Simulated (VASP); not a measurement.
A convergence study with VASP on HfN (rock salt): a few settings are varied, all else stays as given below, so the limit is that of these other settings.

```xyz
2
Lattice="0.0000 2.2600 2.2600 2.2600 0.0000 2.2600 2.2600 2.2600 0.0000" Properties=species:S:1:pos:R:3 pbc="T T T"
Hf     0.0000     0.0000     0.0000
N      2.2600     2.2600     2.2600
```

Computed with LDA (Ceperley-Alder, Perdew-Zunger), VASP's LDA PAW potentials (set 64) (plane waves; VASP 6.6.1). The last row used: 700 eV cut-off, 22×22×22 Γ-centred mesh, second-order Methfessel-Paxton smearing of 0.40 eV, potentials Hf_pv N.

```csv
setting,E (eV/atom),pressure (GPa),irreducible k-points
"ISMEAR = -1, SIGMA = 0.01, 8×8×8 mesh",-11.9124,-10.83,29
"ISMEAR = -1, SIGMA = 0.2, 8×8×8 mesh",-11.9160,-10.62,29
"ISMEAR = 0, SIGMA = 0.01, 8×8×8 mesh",-11.9123,-10.83,29
"ISMEAR = 0, SIGMA = 0.2, 8×8×8 mesh",-11.9125,-10.80,29
"ISMEAR = 1, SIGMA = 0.01, 8×8×8 mesh",-11.9123,-10.83,29
"ISMEAR = 1, SIGMA = 0.2, 8×8×8 mesh",-11.9126,-10.85,29
"ISMEAR = 2, SIGMA = 0.01, 8×8×8 mesh",-11.9123,-10.83,29
"ISMEAR = 2, SIGMA = 0.2, 8×8×8 mesh",-11.9127,-10.85,29
"ISMEAR = -1, SIGMA = 0.05, 16×16×16 mesh",-11.9217,-11.07,145
"ISMEAR = -1, SIGMA = 0.2, 16×16×16 mesh",[?],[?],145
"ISMEAR = 0, SIGMA = 0.05, 16×16×16 mesh",-11.9215,-11.08,145
"ISMEAR = 0, SIGMA = 0.2, 16×16×16 mesh",-11.9218,-11.05,145
"ISMEAR = 1, SIGMA = 0.05, 16×16×16 mesh",-11.9215,-11.08,145
"ISMEAR = 1, SIGMA = 0.2, 16×16×16 mesh",-11.9218,-11.10,145
"ISMEAR = 2, SIGMA = 0.05, 16×16×16 mesh",-11.9214,-11.08,145
"ISMEAR = 2, SIGMA = 0.2, 16×16×16 mesh",-11.9217,-11.09,145
"ISMEAR = -1, SIGMA = 0.05, 22×22×22 mesh",-11.9213,-11.07,328
"ISMEAR = -1, SIGMA = 0.4, 22×22×22 mesh",-11.9231,-9.89,328
"ISMEAR = 0, SIGMA = 0.05, 22×22×22 mesh",-11.9213,-11.09,328
"ISMEAR = 0, SIGMA = 0.4, 22×22×22 mesh",-11.9213,-10.90,328
"ISMEAR = 1, SIGMA = 0.05, 22×22×22 mesh",-11.9213,-11.09,328
"ISMEAR = 1, SIGMA = 0.4, 22×22×22 mesh",-11.9213,-11.09,328
"ISMEAR = 2, SIGMA = 0.05, 22×22×22 mesh",-11.9213,-11.09,328
"ISMEAR = 2, SIGMA = 0.4, 22×22×22 mesh",-11.9214,-11.10,328
```

Problem. Fill in the missing entries.

Solution. 
- ISMEAR = -1, SIGMA = 0.2, 16×16×16 mesh, E (eV/atom): -11.9216
- ISMEAR = -1, SIGMA = 0.2, 16×16×16 mesh, pressure (GPa): -10.78

Left out are rungs that failed or repeat a setting and relaxations that didn't move; long series are thinned to 24 rows.

The compound is HfN in the rock salt structure. The cell was not relaxed at this level. The electron count is odd and the run is not spin-polarised, which forces a metal.
